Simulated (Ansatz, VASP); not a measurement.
# Cross-check of CrB2 between VASP and Ansatz, part 2 of 2

Wanted: the spread between two codes on one cell, functional and k mesh.

VASP 6.6.1 and Ansatz 0.2.0.

So far. Step 2 (Ansatz: single point, PBEsol): The run ends at a pressure of -10.31 GPa, with forces up to 0.059 eV/Å.

## 4. Differences

Known differences besides the PAW data sets themselves: the data sets hold 40 valence electrons in Ansatz (default PAW (the set named soft_2) files) and 36 in VASP; the cutoff is 420 eV in Ansatz and 390 eV in VASP; Ansatz makes its cores anew for this functional, VASP keeps those of its PBE data sets; VASP leaves aspherical gradient terms in its spheres out (LASPH is not set), Ansatz keeps them; site moments are counted in spheres of each program's own size. Total energies have different zeros and are not compared.

Both answers:

```tsv
quantity	Ansatz	VASP	difference
pressure (GPa)	-10.31	-10.95	+0.64
moment on Cr1 (μB)	1.21	1.29	-0.08
moment on Cr2 (μB)	-1.21	-1.29	+0.08
```

Forces (eV/Å; atoms numbered as in POSCAR):

```tsv
atom	Ansatz x, y, z	VASP x, y, z
Cr1	0.000, 0.000, 0.000	0.000, 0.000, 0.000
Cr2	0.000, 0.000, 0.000	0.000, 0.000, 0.000
B3	0.000, -0.059, 0.000	0.000, -0.067, 0.000
B4	0.000, -0.059, 0.000	0.000, -0.067, 0.000
B5	0.000, 0.059, 0.000	0.000, 0.067, 0.000
B6	0.000, 0.059, 0.000	0.000, 0.067, 0.000
```

The forces differ by 3.6 meV/Å r.m.s., which is 11.3 % of the r.m.s. force of 0.03 eV/Å (both taken over all components). Ansatz's pressure holds a Pulay correction of 0.24 GPa; VASP's holds none.

## 5. Ansatz: single point, PBEsol, spin-orbit coupling

With cell and atoms fixed, the geometry can't cause a difference; cores, projectors, grids and the points listed under the comparison can.

File input.yaml:

```yaml
crystal:
  lattice:
    - [2.97, 0.0, 0.0]
    - [-2.97, 5.1441908984, 0.0]
    - [0.0, 0.0, 3.07]
  atoms:
    - { symbol: Cr, position: [0.0, 0.0, 0.0], spin: 1.26, spin_axis: [0.0, 0.0, 1.26] }
    - { symbol: Cr, position: [0.0, 0.5, 0.0], spin: 1.26, spin_axis: [0.0, 0.0, -1.26] }
    - { symbol: B, position: [0.3333333333, 0.3333333334, 0.5], spin: 0.011, spin_axis: [0.0, 0.0, 0.011] }
    - { symbol: B, position: [0.3333333333, 0.8333333333, 0.5], spin: 0.011, spin_axis: [0.0, 0.0, -0.011] }
    - { symbol: B, position: [0.6666666667, 0.1666666666, 0.5], spin: 0.011, spin_axis: [0.0, 0.0, -0.011] }
    - { symbol: B, position: [0.6666666667, 0.6666666666, 0.5], spin: 0.011, spin_axis: [0.0, 0.0, 0.011] }
hamiltonian:
  xc: pbesol
  pseudopotentials: { kind: paw_fr }
magnetization:
  noncollinear: true
  spin_orbit: true
kpoints:
  mp_grid: { grid: [10, 5, 9] }
scf:
  occupations: { method: fermi_dirac, width: 0.05 }
  n_extra_bands: 10
output:
  forces: true
  stress: true
  eigenvalues: true
```

Command:

```bash
> ansatz run input.yaml --threads 4 --pin off --max-ram 9216MiB --backend cpu --events-out ev --progress --plain --runs-dir out
```

Numbers of over 12 decimals in the logs are rounded to 6 here.

The program printed:

```text
[...]
k-point 1: bands = [... 36 lower, 15.8439, 15.8439, 16.0759, 16.0759, 16.6627, 16.6627, 16.8389, 16.8389, ... 6 higher]
  k-point 2: bands = [... 36 lower, 15.4792, 15.4792, 15.5082, 15.5082, 16.8161, 16.8161, 17.1686, 17.1686, ... 6 higher]
  k-point 89: bands = [... 36 lower, 16.1470, 16.1470, 16.8529, 16.8529, 17.6690, 17.6690, 18.0079, 18.0079, ... 6 higher]
[key lines of the parts left out:]
SCF converged after 17 iterations
Magnetization: |M| = 0.0000 μB,  M = (+0.0000, +0.0000, -0.0000) μB
Free energy (F): -7311.518349 eV
Fermi energy:    16.466411 eV
P = ⅓ Tr σ = -10.9601 GPa (-109.601 kbar)
```

Run time: 18 s. Hardware: 4 threads of AMD EPYC 9R14 (Zen 4), shared host; peak memory 0.93 GiB.

The run ends at a pressure of -10.96 GPa, with forces up to 0.0099 eV/Å.

## 6. VASP: single point, PBEsol, spin-orbit coupling

The same cell, functional, mesh and smearing now go to VASP, with its own data sets and cutoff.

File INCAR:

```
SYSTEM = CrB2
PREC = Accurate
ENCUT = 390
EDIFF = 1E-07
NELM = 150
ISMEAR = -1
SIGMA = 0.05
LREAL = .FALSE.
ALGO = Normal
GGA = PS
LNONCOLLINEAR = .TRUE.
MAGMOM = 0 0 1.26 0 0 -1.26 0 0 0.011 0 0 -0.011 0 0 -0.011 0 0 0.011
NBANDS = 48
GGA_COMPAT = .FALSE.
LASPH = .TRUE.
LSORBIT = .TRUE.
LORBMOM = .TRUE.
ISYM = -1
LMAXMIX = 4
LORBIT = 11
LWAVE = .FALSE.
LCHARG = .FALSE.
KPAR = 4
AMIX = 0.2
BMIX = 1E-04
AMIX_MAG = 0.8
BMIX_MAG = 1E-04
SAXIS = 0 0 1
ISIF = 0
```

File POSCAR:

```
CrB2
1.0
    2.9700000000      0.0000000000      0.0000000000
   -2.9700000000      5.1441908984      0.0000000000
    0.0000000000      0.0000000000      3.0700000000
Cr B
2 4
Direct
    0.0000000000      0.0000000000      0.0000000000
    0.0000000000      0.5000000000      0.0000000000
    0.3333333333      0.3333333334      0.5000000000
    0.3333333333      0.8333333333      0.5000000000
    0.6666666667      0.1666666666      0.5000000000
    0.6666666667      0.6666666666      0.5000000000
```

File KPOINTS:

```
Automatic mesh
0
Gamma
10 5 9
0 0 0
```

Potentials, in the order of the species: Cr_pv and B (PBE family, release 64).

Command:

```bash
> mpirun -np 4 vasp_ncl
```

The program printed:

```text
[banner, memory and clock lines left out]
running    4 mpi-ranks, on    1 nodes
[...]
[... a notice as in an earlier step ...]

 LDA part: xc-table for (Slater+PW92), standard interpolation
 POSCAR, INCAR and KPOINTS ok, starting setup
[...]
entering main loop
       N       E                     dE             d eps       ncg     rms          rms(c)
DAV:   1     0.355509809789E+03    0.35551E+03   -0.15664E+04 45072   0.135E+03
DAV:   2    -0.296262923387E+02   -0.38514E+03   -0.36982E+03 43776   0.449E+02
DAV:   3    -0.624199756379E+02   -0.32794E+02   -0.31586E+02 55368   0.132E+02
DAV:   4    -0.633842343717E+02   -0.96426E+00   -0.95256E+00 53456   0.211E+01
[...]
DAV:  39    -0.509010823768E+02   -0.18001E-07   -0.19223E-06 39824   0.818E-03    0.515E-04
DAV:  40    -0.509010823318E+02    0.45015E-07   -0.19826E-06 39688   0.811E-03    0.377E-04
DAV:  41    -0.509010823053E+02    0.26546E-07   -0.78046E-07 39280   0.530E-03
   1 F= -.50901082E+02 E0= -.50887570E+02  d E =-.270237E-01  mag=    -0.0001    -0.0000     0.0000
```

From OUTCAR (step 6):

```text
 POSITION                                       TOTAL-FORCE (eV/Angst)
 -----------------------------------------------------------------------------------
      0.00000      0.00000      0.00000        -0.000000     -0.000958      0.000016
     -1.48500      2.57210      0.00000         0.000001     -0.000964     -0.000009
     -0.00000      1.71473      1.53500         0.000000      0.012183     -0.000000
     -1.48500      4.28683      1.53500         0.000000      0.012185      0.000002
      1.48500      0.85737      1.53500        -0.000000     -0.011218     -0.000013
      0.00000      3.42946      1.53500        -0.000000     -0.011229      0.000004
 -----------------------------------------------------------------------------------
    total drift:                                0.000001     -0.002736     -0.000009

  FREE ENERGIE OF THE ION-ELECTRON SYSTEM (eV)
  ---------------------------------------------------
  free  energy   TOTEN  =       -50.9010823053 eV

  energy  without entropy=      -50.8740586086  energy(sigma->0) =      -50.88757046

 magnetization (x)
# of ion       s       p       d       tot
------------------------------------------
    1        0.000   0.000   0.000   0.000
    2       -0.000  -0.000  -0.000  -0.000
    3        0.000   0.000   0.000   0.000
    4       -0.000  -0.000   0.000  -0.000
    5        0.000   0.000   0.000   0.000
    6        0.000   0.000   0.000   0.000
--------------------------------------------------
tot         -0.000  -0.000  -0.000  -0.000

 magnetization (y)
# of ion       s       p       d       tot
------------------------------------------
    1       -0.000  -0.000  -0.000  -0.000
    2        0.000   0.000   0.000   0.000
    3       -0.000  -0.000   0.000  -0.000
    4       -0.000  -0.000   0.000  -0.000
    5        0.000   0.000   0.000   0.000
    6       -0.000  -0.000   0.000  -0.000
--------------------------------------------------
tot         -0.000  -0.000  -0.000  -0.000

 magnetization (z)
# of ion       s       p       d       tot
------------------------------------------
    1        0.010   0.015   1.246   1.271
    2       -0.010  -0.015  -1.245  -1.271
    3        0.002   0.008   0.000   0.010
    4       -0.002  -0.008   0.000  -0.010
    5       -0.002  -0.008   0.000  -0.009
    6        0.002   0.008   0.000   0.009
--------------------------------------------------
tot         -0.000  -0.000   0.000   0.000

[... 3 further parts left out ...]
[key lines of the parts left out:]
E-fermi :  10.3146
```

## 7. Differences

What differs besides the data sets and the points named for the pairs above, as far as they apply: spin-orbit coupling enters by fully relativistic files in Ansatz and inside the spheres in VASP; non-collinear GGA is multicollinear in Ansatz and locally collinear in VASP; the data sets hold 40 valence electrons in Ansatz (fully relativistic PAW (standard-fr) files) and 36 in VASP. Total energies have different zeros and are not compared.

The two programs side by side:

```tsv
quantity	Ansatz	VASP	difference
moment on Cr1, size (μB)	1.15	1.27	-0.12
moment on Cr2, size (μB)	1.15	1.27	-0.12
```

At this near-relaxed geometry the largest component of a force difference is 2 meV/Å.

## 8. Outcome

```json
{"r.m.s. force difference (single point, PBEsol)": "3.6 meV/Å", "difference in pressure (single point, PBEsol)": "0.64 GPa", "difference in moment on Cr1, size (single point, PBEsol, spin-orbit coupling)": "-0.12 μB"}
```

In words: The difference in pressure is 0.64 GPa (single point, PBEsol), within the 1 GPa picked in this series as the mark of a large difference. Differences of this kind measure data sets and numerical settings, not the functional's error against experiment.

[Lines on the potential files, build, host, timing and source positions are cut from VASP's logs without a mark.]

[Logs are printed without paths, hosts, clocks, repeated set-up lines and the standing remarks that a program may print on its own settings, such as how far it seeks lower states.]

[Hosts, paths, dates, database ids (printed as entryN), source tags and the programs' standing remarks are cut or masked in the printed files.]
